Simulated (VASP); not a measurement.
```
NiS
1.0
    3.43950     0.00000     0.00000
   -1.71975     2.97869     0.00000
    0.00000     0.00000     5.35140
Ni S
2 2
Direct
  0.00000   0.00000   0.00000
  0.00000   0.00000   0.50000
  0.33333   0.66667   0.25000
  0.66667   0.33333   0.75000
```
Starting moments (μB, in the order of the record's atoms Ni Ni S S): 2.0 2.0 0.0 0.0.

Method: LDA (Ceperley-Alder, Perdew-Zunger), VASP's LDA PAW potentials (set 64) (plane waves; VASP 6.6.1). Settings: 300 eV cut-off, 8×8×4 Γ-centred mesh, Gaussian smearing of 0.050 eV, potentials Ni S.

The moments were started parallel, and other spin orders were not tried in this run.

Task: Give the spin-up energies of bands 6 to 19 at the high-symmetry points, in eV from the Fermi level.

Result: 
| band | Γ | M | K | A | L | H |
|---|---|---|---|---|---|---|
| 6 | -3.08 | -4.79 | -4.65 | -3.92 | -4.25 | -6.06 |
| 7 | -2.39 | -4.63 | -4.65 | -3.92 | -4.17 | -4.20 |
| 8 | -2.39 | -3.67 | -4.37 | -3.92 | -4.17 | -4.20 |
| 9 | -2.29 | -3.14 | -2.23 | -2.00 | -2.25 | -1.94 |
| 10 | -2.29 | -1.83 | -1.76 | -2.00 | -2.25 | -1.94 |
| 11 | -1.50 | -1.78 | -1.76 | -2.00 | -1.59 | -1.77 |
| 12 | -1.50 | -1.68 | -1.60 | -2.00 | -1.59 | -1.77 |
| 13 | -1.45 | -1.64 | -1.60 | -1.52 | -1.45 | -1.40 |
| 14 | -1.45 | -1.38 | -1.32 | -1.52 | -1.45 | -1.40 |
| 15 | -0.89 | -1.21 | -0.69 | 0.55 | -0.34 | -1.16 |
| 16 | -0.41 | -0.78 | -0.69 | 0.55 | -0.34 | -1.16 |
| 17 | 1.50 | 0.59 | -0.21 | 0.55 | 0.35 | 1.29 |
| 18 | 1.50 | 1.56 | -0.21 | 0.55 | 0.35 | 1.29 |
| 19 | 3.65 | 4.54 | 2.77 | 5.24 | 3.47 | 5.49 |

Task: Give the spin-down energies of bands 6 to 19 at the high-symmetry points, in eV from the Fermi level.

Result: 
| band | Γ | M | K | A | L | H |
|---|---|---|---|---|---|---|
| 6 | -3.08 | -4.79 | -4.65 | -3.92 | -4.25 | -6.06 |
| 7 | -2.39 | -4.63 | -4.65 | -3.92 | -4.17 | -4.19 |
| 8 | -2.39 | -3.67 | -4.37 | -3.92 | -4.17 | -4.19 |
| 9 | -2.29 | -3.14 | -2.23 | -2.00 | -2.25 | -1.94 |
| 10 | -2.29 | -1.83 | -1.76 | -2.00 | -2.25 | -1.94 |
| 11 | -1.50 | -1.78 | -1.76 | -2.00 | -1.59 | -1.77 |
| 12 | -1.50 | -1.68 | -1.60 | -2.00 | -1.59 | -1.77 |
| 13 | -1.45 | -1.64 | -1.60 | -1.52 | -1.45 | -1.40 |
| 14 | -1.45 | -1.38 | -1.32 | -1.52 | -1.45 | -1.40 |
| 15 | -0.89 | -1.21 | -0.69 | 0.55 | -0.34 | -1.16 |
| 16 | -0.41 | -0.78 | -0.69 | 0.55 | -0.34 | -1.16 |
| 17 | 1.50 | 0.59 | -0.21 | 0.55 | 0.35 | 1.29 |
| 18 | 1.50 | 1.56 | -0.21 | 0.55 | 0.35 | 1.29 |
| 19 | 3.65 | 4.54 | 2.77 | 5.24 | 3.47 | 5.49 |

It has no gap at this level: it comes out as a metal or semimetal.

The structure comes from a measured NiS entry of the Crystallography Open Database, whose conditions weren't checked. The cell was not relaxed at this level.
